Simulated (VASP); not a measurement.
CaZr2N2:

```
CELL_PARAMETERS angstrom
3.60000 0.00000 0.00000
-1.80000 3.11769 0.00000
0.00000 0.00000 6.64000
ATOMIC_POSITIONS crystal
Ca 0.00000 0.00000 0.00000
Zr 0.33333 0.66667 0.63000
Zr 0.66667 0.33333 0.37000
N 0.66667 0.33333 0.74000
N 0.33333 0.66667 0.26000
```

The cell was built by a generator and needn't be a form met in nature.

| Item | Value |
| --- | --- |
| Program | VASP 6.6.1 |
| Task | relaxation of cell and atoms |
| Functional | PBE |
| Potentials or basis | VASP PAW PBE potentials, release 64 (Ca_sv, Zr_sv, N) |
| Cutoff | 520 eV |
| k mesh | 5 × 5 × 2 |
| Occupations | gaussian, width 0.15 eV |
| Spin | no spin polarisation |

At the start: pressure 9.7 GPa; volume 14.91 Å³/atom.

Question: How do energy, volume and symmetry change on relaxing?

Answer: Over 23 steps the energy falls by 437.4 meV/atom and the volume is 15.88 Å³/atom (+6.6 %); space group P-3m1 (No. 164, to 0.05 Å).

The path:
```tsv
step	energy change (eV)	largest force (eV/Å)	pressure (GPa)	volume (Å³)
1	0.0000	2.1809	9.67	74.53
2	-0.3469	0.5846	-7.38	84.64
3	-0.3841	0.9268	-3.65	81.82
4	-0.6415	0.5566	0.15	80.30
5	-0.6736	2.9051	20.72	75.80
6	-0.8454	1.0955	4.66	79.12
7	-0.9899	1.8662	11.51	77.50
8	-1.0309	2.0056	12.16	77.67
9	-1.0551	2.2783	13.35	77.97
10	-1.1630	2.1761	11.27	78.83
11	-1.4189	1.8634	5.99	81.44
12	-1.6376	1.2190	-3.43	86.78
13	-1.6388	1.1898	-3.76	87.06
14	-1.6869	1.1603	-3.64	86.63
15	-1.8098	1.0597	-2.87	85.36
16	-1.9502	0.7951	-1.29	82.83
17	-1.9701	0.7396	-0.45	81.63
18	-2.0457	0.6547	-0.16	80.82
19	-2.1412	0.2829	2.28	78.41
20	-2.1745	0.1591	-0.51	79.74
21	-2.1747	0.1467	-0.81	79.88
22	-2.1868	0.0982	0.52	79.36
23	-2.1871	0.0753	0.36	79.42
```

Final structure:
```cif
data_structure
_symmetry_space_group_name_H-M 'P 1'
_symmetry_Int_Tables_number 1
_cell_length_a 3.3519
_cell_length_b 3.3519
_cell_length_c 8.1624
_cell_angle_alpha 90.000
_cell_angle_beta 90.000
_cell_angle_gamma 120.000
_cell_volume 79.42
loop_
_atom_site_label
_atom_site_type_symbol
_atom_site_fract_x
_atom_site_fract_y
_atom_site_fract_z
_atom_site_occupancy
Ca1 Ca 0.00000 0.00000 0.00000 1
Zr1 Zr 0.33333 0.66667 0.67456 1
Zr2 Zr 0.66667 0.33333 0.32544 1
N1 N 0.66667 0.33333 0.80076 1
N2 N 0.33333 0.66667 0.19924 1
```

Caveat: the k mesh is coarse (spacing up to 0.47 Å⁻¹), so the values aren't converged; the relaxation stopped at a loose force limit of 0.08 eV/Å, so its end isn't a converged minimum.
